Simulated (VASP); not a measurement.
Level of theory: PBEsol GGA, VASP's PBE PAW potentials (set 64) (plane waves; VASP 6.6.1).

A VASP calculation is set up with these files.

**POSCAR**
```
SiO2
1
    5.0368174248     0.0000000000     0.0000000000
    0.0000000000     5.0368174248     0.0000000000
    0.0000000000     0.0000000000     7.0244294103
Si O
4 8
Direct
  0.2979465844   0.2979465844   0.0000000000
  0.7979465844   0.2020534156   0.7500000000
  0.2020534156   0.7979465844   0.2500000000
  0.7020534156   0.7020534156   0.5000000000
  0.2395468149   0.1009982874   0.1775818025
  0.7395468149   0.3990017126   0.5724181975
  0.2604531851   0.6009982874   0.0724181975
  0.7604531851   0.8990017126   0.6775818025
  0.8990017126   0.7604531851   0.3224181975
  0.3990017126   0.7395468149   0.4275818025
  0.6009982874   0.2604531851   0.9275818025
  0.1009982874   0.2395468149   0.8224181975
```

**INCAR**
```
ALGO = Normal
SIGMA = 0.05   ! width (eV)
EDIFF = 1E-7   ! SCF stop (eV)
ICHARG = 11   ! fixed density
NELM = 100
LWAVE = .False.
ISMEAR = 0
SYSTEM = SiO2
GGA = PS   ! PBEsol
LASPH = .True.   ! aspherical one-centre terms
ENCUT = 520   ! plane-wave cut-off (eV)
LORBIT = 11   ! lm-projected
LCHARG = .False.
PREC = Accurate
LREAL = .False.   ! projection in real space or not
```

**KPOINTS**
```
k-points along high-symmetry lines
10
Line-mode
Reciprocal
  0.000000   0.000000   0.000000 ! GAMMA
  0.000000   0.500000   0.000000 ! X

  0.000000   0.500000   0.000000 ! X
  0.500000   0.500000   0.000000 ! M

  0.500000   0.500000   0.000000 ! M
  0.000000   0.000000   0.000000 ! GAMMA

  0.000000   0.000000   0.000000 ! GAMMA
  0.000000   0.000000   0.500000 ! Z

  0.000000   0.000000   0.500000 ! Z
  0.000000   0.500000   0.500000 ! R

  0.000000   0.500000   0.500000 ! R
  0.500000   0.500000   0.500000 ! A

  0.500000   0.500000   0.500000 ! A
  0.000000   0.000000   0.500000 ! Z

  0.000000   0.500000   0.000000 ! X
  0.000000   0.500000   0.500000 ! R

  0.500000   0.500000   0.000000 ! M
  0.500000   0.500000   0.500000 ! A
```

POTCAR, in this order: Si O (PBE.64 set). Program: vasp_std. Read from the step before: CHGCAR.

Output of the run:

OSZICAR:
```
       N       E                     dE             d eps       ncg     rms          rms(c)
DAV:   1     0.410748552477E+03    0.41075E+03   -0.32215E+04  7028   0.148E+03
DAV:   2    -0.653611926357E+02   -0.47611E+03   -0.46224E+03  9162   0.320E+02
DAV:   3    -0.980949448010E+02   -0.32734E+02   -0.32576E+02  8280   0.940E+01
DAV:   4    -0.986705460164E+02   -0.57560E+00   -0.57459E+00  8713   0.130E+01
DAV:   5    -0.986822705151E+02   -0.11724E-01   -0.11720E-01  8120   0.179E+00
DAV:   6    -0.986827268263E+02   -0.45631E-03   -0.45624E-03  8969   0.311E-01
DAV:   7    -0.986827369216E+02   -0.10095E-04   -0.10095E-04  8135   0.479E-02
DAV:   8    -0.986827373416E+02   -0.41997E-06   -0.41994E-06  8129   0.863E-03
DAV:   9    -0.986827373596E+02   -0.18036E-07   -0.18005E-07  5983   0.177E-03
   1 F= -.98682737E+02 E0= -.98682737E+02  d E =-.598322E-16
```

OUTCAR:
```
 val. band max:       -0.1832599877   @ k =   0.0000   0.0000   0.0000

 cond. band min:       5.3730916244   @ k =   0.0000   0.0000   0.0000



 k-point     1 :       0.0000    0.0000    0.0000
  band No.  band energies     occupation
      1     -19.4973      2.00000
      2     -18.6086      2.00000
      3     -18.6086      2.00000
      4     -17.4503      2.00000
      5     -17.4147      2.00000
      6     -17.4067      2.00000
      7     -17.3957      2.00000
      8     -17.3957      2.00000
      9      -9.7280      2.00000
     10      -7.6065      2.00000
     11      -7.6065      2.00000
     12      -5.9693      2.00000
     13      -5.8729      2.00000
     14      -5.8729      2.00000
     15      -5.3824      2.00000
     16      -5.2459      2.00000
     17      -3.1016      2.00000
     18      -3.0937      2.00000
     19      -3.0937      2.00000
     20      -2.5598      2.00000
     21      -2.4784      2.00000
     22      -2.2107      2.00000
     23      -2.0032      2.00000
     24      -1.9593      2.00000
     25      -1.9593      2.00000
     26      -1.4833      2.00000
     27      -1.4833      2.00000
     28      -1.3763      2.00000
     29      -0.8529      2.00000
     30      -0.4542      2.00000
     31      -0.4542      2.00000
     32      -0.1833      2.00000
     33       5.3731      0.00000
     34       8.4369      0.00000
     35       8.4369      0.00000
     36       8.7765      0.00000
     37       8.7765      0.00000
     38       9.2107      0.00000
     39       9.4801      0.00000

 k-point     2 :       0.0000    0.0556    0.0000
  band No.  band energies     occupation
      1     -19.4909      2.00000
      2     -18.6152      2.00000
      3     -18.6009      2.00000
      4     -17.4507      2.00000
      5     -17.4174      2.00000
      6     -17.4073      2.00000
      7     -17.4054      2.00000
      8     -17.3957      2.00000
      9      -9.7108      2.00000
     10      -7.6237      2.00000
...
```

The density is held fixed in this step, so its total energy and stress have no physical meaning.

The compound is SiO2 in the cristobalite structure. It was relaxed first, which changed the volume by +5 %.
